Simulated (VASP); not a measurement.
Here is the system:

```yaml
crystal:
  lattice:
    - [1.50205, -2.60163, 0.00000]
    - [1.50205, 2.60163, 0.00000]
    - [0.00000, 0.00000, 5.56541]
  atoms:
    - { symbol: Cd, position: [0.33333, 0.66667, 0.25000] }
    - { symbol: Cd, position: [0.66667, 0.33333, 0.75000] }
```

Computed with optB86b-vdW, VASP's PBE PAW potentials (set 64) (plane waves; VASP). Numerical set-up: 520 eV cut-off, Gaussian smearing of 0.050 eV, potentials Cd.

### Question
Give the energies of bands 11 to 15 at the high-symmetry points, in eV from the Fermi level.

### Answer

| band | Γ | M | K | A | L | H |
|---|---|---|---|---|---|---|
| 11 | -8.47 | -2.35 | -0.12 | -7.32 | -1.52 | 0.98 |
| 12 | -2.91 | -1.94 | -0.12 | -7.32 | -1.52 | 0.98 |
| 13 | -2.89 | 2.04 | 0.37 | 3.98 | -0.04 | 1.36 |
| 14 | 10.96 | 3.03 | 4.39 | 3.98 | -0.04 | 1.36 |
| 15 | 14.40 | 3.13 | 4.85 | 14.71 | 8.22 | 1.83 |

It has no gap at this level: it comes out as a metal or semimetal.

The compound is Cd in the hcp structure. It was relaxed first.
